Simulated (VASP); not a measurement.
Input for VASP

File KPOINTS:
```
Automatic mesh
0
Gamma
4 4 4
0 0 0
```

INCAR:
```
SYSTEM = SrCl2
PREC = Accurate
ENCUT = 400
EDIFF = 1E-6
NELM = 100
ALGO = Normal
LREAL = .FALSE.
LASPH = .TRUE.
ISMEAR = 1
SIGMA = 1.5
GGA = PE
LMAXMIX = 4
LWAVE = .FALSE.
LCHARG = .FALSE.
ISIF = 2
```

### POSCAR
```
SrCl2
1
    0.0000000000     3.5598000000     3.5598000000
    3.5598000000     0.0000000000     3.5598000000
    3.5598000000     3.5598000000     0.0000000000
Sr Cl
1 2
Direct
  0.0000000000   0.0000000000   0.0000000000
  0.2500000000   0.2500000000   0.2500000000
  0.7500000000   0.7500000000   0.7500000000
```

POTCAR, in this order: Sr_sv Cl (PBE.64 set). Program: vasp_std.

Task: What happens when VASP runs on this input?

Result: There is a fault: SIGMA is far too large. The run ends without an error. Against the sound run, the energy per atom (σ→0) rises by 0.041 eV/atom; the pressure falls by 0.62 GPa; the band gap rises by 0.02 eV.

### standard output
```
 POSCAR found type information on POSCAR SrCl
 POSCAR found :  2 types and       3 ions
 Reading from existing POTCAR
 Reading from existing POTCAR
 LDA part: xc-table for (Slater+PW92), standard interpolation
 POSCAR, INCAR and KPOINTS ok, starting setup
 WAVECAR not read
 entering main loop
       N       E                     dE             d eps       ncg     rms          rms(c)
DAV:   1     0.136021037650E+03    0.13602E+03   -0.10183E+04   256   0.110E+03
DAV:   2    -0.386031312876E+01   -0.13988E+03   -0.13732E+03   328   0.226E+02
DAV:   3    -0.125599020553E+02   -0.86996E+01   -0.86862E+01   352   0.625E+01
DAV:   4    -0.127553762393E+02   -0.19547E+00   -0.19542E+00   448   0.808E+00
DAV:   5    -0.127613620521E+02   -0.59858E-02   -0.59855E-02   368   0.897E-01    0.115E+01
DAV:   6    -0.124602109676E+02    0.30115E+00   -0.81984E-01   336   0.505E+00    0.757E+00
DAV:   7    -0.124691776737E+02   -0.89667E-02   -0.44200E-01   408   0.400E+00    0.205E+00
DAV:   8    -0.124760358094E+02   -0.68581E-02   -0.58232E-02   312   0.143E+00    0.289E-01
DAV:   9    -0.124777234850E+02   -0.16877E-02   -0.29831E-03   368   0.318E-01    0.110E-01
DAV:  10    -0.124789842435E+02   -0.12608E-02   -0.11024E-03   288   0.215E-01    0.312E-02
DAV:  11    -0.124790607039E+02   -0.76460E-04   -0.86554E-05   408   0.538E-02    0.337E-02
DAV:  12    -0.124790736079E+02   -0.12904E-04   -0.13143E-05   280   0.211E-02    0.110E-02
DAV:  13    -0.124790761417E+02   -0.25338E-05   -0.73632E-06   368   0.144E-02    0.241E-03
DAV:  14    -0.124790760946E+02    0.47069E-07   -0.25560E-07   240   0.375E-03
   1 F= -.12479076E+02 E0= -.12659565E+02  d E =0.541467E+00
```

OUTCAR:
```
------------------------ aborting loop because EDIFF is reached ----------------------------------------
  FORCE on cell =-STRESS in cart. coord.  units (eV):
  Direction    XX          YY          ZZ          XY          YZ          ZX
  --------------------------------------------------------------------------------------
  Total       -0.9116381     -0.9116381     -0.9116381     -0.0000000     -0.0000000     -0.0000000
  in kB      -16.1892316    -16.1892316    -16.1892316     -0.0000000     -0.0000000     -0.0000000
  external PRESSURE =     -16.1892316 kB  Pullay stress =       0.0000000 kB
  volume of cell :       90.22
      direct lattice vectors                 reciprocal lattice vectors
     0.000000000  3.559800000  3.559800000    -0.140457329  0.140457329  0.140457329
     3.559800000  0.000000000  3.559800000     0.140457329 -0.140457329  0.140457329
     3.559800000  3.559800000  0.000000000     0.140457329  0.140457329 -0.140457329
 POSITION                                       TOTAL-FORCE (eV/Angst)
 -----------------------------------------------------------------------------------
      0.00000      0.00000      0.00000         0.000000      0.000000      0.000000
      1.77990      1.77990      1.77990        -0.000000      0.000000      0.000000
      5.33970      5.33970      5.33970         0.000000     -0.000000     -0.000000
 -----------------------------------------------------------------------------------
    total drift:                                0.000000      0.000000      0.000000
  FREE ENERGIE OF THE ION-ELECTRON SYSTEM (eV)
  ---------------------------------------------------
  free  energy   TOTEN  =       -12.4790760946 eV

  energy  without entropy=      -13.0205432405  energy(sigma->0) =      -12.65956514
```
(Selected blocks of OUTCAR.)

To mend it, set ISMEAR = 0, set SIGMA = 0.05.

The mended run (PBE GGA, plane waves, VASP's PBE PAW potentials (set 64)) converges, and its OSZICAR ends with
```
   1 F= -.12781356E+02 E0= -.12781356E+02  d E =-.150557E-14
```

The compound is SrCl2 in the fluorite structure. The cell was not relaxed at this level.
